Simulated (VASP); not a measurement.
The input files of a VASP run:

File POSCAR:
```
PbS
1
    0.0000000000     2.9700000000     2.9700000000
    2.9700000000     0.0000000000     2.9700000000
    2.9700000000     2.9700000000     0.0000000000
Pb S
1 1
Direct
  0.0000000000   0.0000000000   0.0000000000
  0.5000000000   0.5000000000   0.5000000000
```

KPOINTS:
```
Automatic mesh
0
Gamma
6 6 6
0 0 0
```

### INCAR
```
SYSTEM = PbS
PREC = Accurate
ENCUT = 400
EDIFF = 1E-6
NELM = 4
ALGO = Normal
LREAL = .FALSE.
LASPH = .TRUE.
ISMEAR = 0
SIGMA = 0.05
GGA = PE
LMAXMIX = 4
LWAVE = .FALSE.
LCHARG = .FALSE.
ISIF = 2
```

POTCAR, in this order: Pb_d S (PBE.64 set). Program: vasp_std.

Output

### standard output
```
 POSCAR found type information on POSCAR PbS
 POSCAR found :  2 types and       2 ions
 Reading from existing POTCAR
 Reading from existing POTCAR
 LDA part: xc-table for (Slater+PW92), standard interpolation
 POSCAR, INCAR and KPOINTS ok, starting setup
 WAVECAR not read
 entering main loop
       N       E                     dE             d eps       ncg     rms          rms(c)
DAV:   1     0.146054715621E+03    0.14605E+03   -0.85712E+03   454   0.122E+03
DAV:   2     0.256004587937E+01   -0.14349E+03   -0.13967E+03   496   0.327E+02
DAV:   3    -0.897945697416E+01   -0.11540E+02   -0.11499E+02   556   0.101E+02
DAV:   4    -0.923616695894E+01   -0.25671E+00   -0.25664E+00   532   0.180E+01

 -----------------------------------------------------------------------------
|                                                                             |
|           W    W    AA    RRRRR   N    N  II  N    N   GGGG   !!!           |
|           W    W   A  A   R    R  NN   N  II  NN   N  G    G  !!!           |
|           W    W  A    A  R    R  N N  N  II  N N  N  G       !!!           |
|           W WW W  AAAAAA  RRRRR   N  N N  II  N  N N  G  GGG   !            |
|           WW  WW  A    A  R   R   N   NN  II  N   NN  G    G                |
|           W    W  A    A  R    R  N    N  II  N    N   GGGG   !!!           |
|                                                                             |
|     The electronic self-consistency was not achieved in the given           |
|     number of steps (NELM). The forces and other quantities evaluated       |
|     might not be reliable so examine the results carefully. If you find     |
|     spurious results, we suggest increasing NELM, if you were close to      |
|     convergence or switching to a different ALGO or adjusting the           |
|     density mixing parameters otherwise.                                    |
|                                                                             |
 -----------------------------------------------------------------------------

   1 F= -.92361670E+01 E0= -.92361670E+01  d E =-.482898E-14
```

OUTCAR:
```
------------------------ aborting loop EDIFF was not reached (unconverged)  ----------------------------
  FORCE on cell =-STRESS in cart. coord.  units (eV):
  Direction    XX          YY          ZZ          XY          YZ          ZX
  --------------------------------------------------------------------------------------
  Total        0.2025078      0.2025078      0.2025078      0.0000000     -0.0000000      0.0000000
  in kB        6.1923153      6.1923153      6.1923153      0.0000000     -0.0000000      0.0000000
  external PRESSURE =       6.1923153 kB  Pullay stress =       0.0000000 kB
  volume of cell :       52.40
      direct lattice vectors                 reciprocal lattice vectors
     0.000000000  2.970000000  2.970000000    -0.168350168  0.168350168  0.168350168
     2.970000000  0.000000000  2.970000000     0.168350168 -0.168350168  0.168350168
     2.970000000  2.970000000  0.000000000     0.168350168  0.168350168 -0.168350168
  FREE ENERGIE OF THE ION-ELECTRON SYSTEM (eV)
  ---------------------------------------------------
  free  energy   TOTEN  =        -9.2361669589 eV

  energy  without entropy=       -9.2361669589  energy(sigma->0) =       -9.23616696
```
(Selected blocks of OUTCAR.)

**Question.** Read the log: what went wrong, and how is it fixed?

**Answer.** The cause: NELM is too small, so the electronic loop ends before EDIFF is met. Convergence was not reached. Against the sound run, the energy per atom (σ→0) decreases by 0.238 eV/atom; the pressure falls by 1.26 GPa; the band gap rises by 0.48 eV. To mend it, set NELM = 100.

The mended run (PBE GGA, plane waves, VASP's PBE PAW potentials (set 64)) converges, and its OSZICAR ends with
```
   1 F= -.87603060E+01 E0= -.87603060E+01  d E =-.531524E-09
```

The compound is PbS in the rock salt structure. The cell was not relaxed at this level.
